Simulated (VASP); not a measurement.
Calculation: r2SCAN meta-GGA, VASP's PBE PAW potentials (set 64) (plane waves; VASP).

VASP ran on this input.

### INCAR
```
# general
SYSTEM  = LiF
PREC    = Accurate
ENCUT   = 530
LREAL   = .False.
LASPH   = .True.   # aspherical one-centre terms

# electronic loop
EDIFF   = 1E-6   # SCF stop (eV)
NELM    = 100
ALGO    = Normal   # blocked Davidson
LMIXTAU = .True.

# smearing
ISMEAR  = 0   # Gaussian
SIGMA   = 0.05   # width (eV)

# functional
METAGGA = R2SCAN

# ions
IBRION  = 2
NSW     = 60   # most ionic steps
ISIF    = 3   # ions, shape and volume
EDIFFG  = -0.01   # ionic stop

# output
LWAVE   = .False.
LCHARG  = .False.
```

POSCAR:
```
LiF
1.0
  0.0000000000   1.9895722128   1.9895722128
  1.9895722128   0.0000000000   1.9895722128
  1.9895722128   1.9895722128   0.0000000000
Li F
1 1
Cart
  1.9895722128   3.9791444256   1.9895722128
  1.9895722128   1.9895722128   1.9895722128
```

**KPOINTS**
```
Automatic mesh
0
Gamma
10 10 10
0 0 0
```

POTCAR, in this order: Li_sv F (PBE.64 set). Program: vasp_std.

Output

File OSZICAR:
```
       N       E                     dE             d eps       ncg     rms          rms(c)
DAV:   1     0.248226400483E+02    0.24823E+02   -0.58506E+03   926   0.117E+03
DAV:   2    -0.140085357786E+02   -0.38831E+02   -0.38489E+02   939   0.215E+02
DAV:   3    -0.149626226182E+02   -0.95409E+00   -0.95106E+00  1157   0.317E+01
DAV:   4    -0.149732087895E+02   -0.10586E-01   -0.10584E-01  1127   0.313E+00
DAV:   5    -0.149733520613E+02   -0.14327E-03   -0.14327E-03  1127   0.177E-01    0.389E+00
DAV:   6    -0.118724523263E+02    0.31009E+01   -0.46767E-01  1119   0.705E+00    0.188E+00
DAV:   7    -0.130221272911E+02   -0.11497E+01   -0.32263E+00   947   0.159E+01    0.291E+00
DAV:   8    -0.119932663163E+02    0.10289E+01   -0.44815E-01   858   0.654E+00    0.138E+00
DAV:   9    -0.117577522406E+02    0.23551E+00   -0.51795E-01   849   0.743E+00    0.107E+00
DAV:  10    -0.118979413839E+02   -0.14019E+00   -0.22649E-01   846   0.542E+00    0.731E-02
DAV:  11    -0.119027866995E+02   -0.48453E-02   -0.33489E-03   852   0.916E-01    0.828E-02
DAV:  12    -0.119027485593E+02    0.38140E-04   -0.31055E-03   875   0.648E-01    0.936E-02
DAV:  13    -0.119030383578E+02   -0.28980E-03   -0.11690E-03   851   0.433E-01    0.130E-02
DAV:  14    -0.119032387431E+02   -0.20039E-03   -0.80253E-05   849   0.138E-01    0.239E-03
DAV:  15    -0.119032382815E+02    0.46163E-06   -0.97439E-07  1191   0.140E-02
   1 F= -.11903238E+02 E0= -.11903238E+02  d E =-.119032E+02
```

OUTCAR:
```
------------------------ aborting loop because EDIFF is reached ----------------------------------------
  FORCE on cell =-STRESS in cart. coord.  units (eV):
  Direction    XX          YY          ZZ          XY          YZ          ZX
  --------------------------------------------------------------------------------------
  Total        0.0079757      0.0079757      0.0079757      0.0000000      0.0000000     -0.0000000
  in kB        0.8112746      0.8112746      0.8112746      0.0000000      0.0000000     -0.0000000
  external PRESSURE =       0.8112746 kB  Pullay stress =       0.0000000 kB
  volume of cell :       15.75
      direct lattice vectors                 reciprocal lattice vectors
     0.000000000  1.989572213  1.989572213    -0.251310305  0.251310305  0.251310305
     1.989572213  0.000000000  1.989572213     0.251310305 -0.251310305  0.251310305
     1.989572213  1.989572213  0.000000000     0.251310305  0.251310305 -0.251310305
  FREE ENERGIE OF THE ION-ELECTRON SYSTEM (eV)
  ---------------------------------------------------
  free  energy   TOTEN  =       -11.9032382815 eV

  energy  without entropy=      -11.9032382814  energy(sigma->0) =      -11.90323828

 reached required accuracy - stopping structural energy minimisation
```
(Selected blocks of OUTCAR.)

OUTCAR:
```
 val. band max:       -1.4162011479   @ k =   0.0000   0.0000   0.0000

 cond. band min:       9.2138925281   @ k =   0.0000   0.0000   0.0000


 Fermi energy:        -1.2150374710

 k-point     1 :       0.0000    0.0000    0.0000
  band No.  band energies     occupation
      1     -43.4080      2.00000
      2     -22.6136      2.00000
      3      -1.4162      2.00000
      4      -1.4162      2.00000
      5      -1.4162      2.00000
      6       9.2139      0.00000
      7      24.4354      0.00000
      8      24.4354      0.00000
      9      24.4354      0.00000

 k-point     2 :       0.1000    0.0000    0.0000
  band No.  band energies     occupation
      1     -43.4018      2.00000
      2     -22.5749      2.00000
      3      -1.7068      2.00000
      4      -1.4419      2.00000
      5      -1.4419      2.00000
      6       9.4917      0.00000
      7      21.5884      0.00000
      8      23.4003      0.00000
      9      23.4009      0.00000

 k-point     3 :       0.2000    0.0000    0.0000
  band No.  band energies     occupation
      1     -43.3851      2.00000
      2     -22.4696      2.00000
      3      -2.4124      2.00000
      4      -1.5078      2.00000
      5      -1.5078      2.00000
      6      10.1069      0.00000
      7      19.0295      0.00000
      8      21.8363      0.00000
      9      21.8370      0.00000

 k-point     4 :       0.3000    0.0000    0.0000
  band No.  band energies     occupation
      1     -43.3644      2.00000
      2     -22.3338      2.00000
      3      -3.2039      2.00000
      4      -1.5866      2.00000
      5      -1.5866      2.00000
      6      10.5747      0.00000
      7      17.6051      0.00000
      8      20.4953      0.00000
      9      20.4960      0.00000

 k-point     5 :       0.4000    0.0000    0.0000
  band No.  band energies     occupation
      1     -43.3477      2.00000
      2     -22.2194      2.00000
      3      -3.7984      2.00000
...
```

The compound is LiF in the rock salt structure. It was relaxed first. The start is the result of an earlier pass.
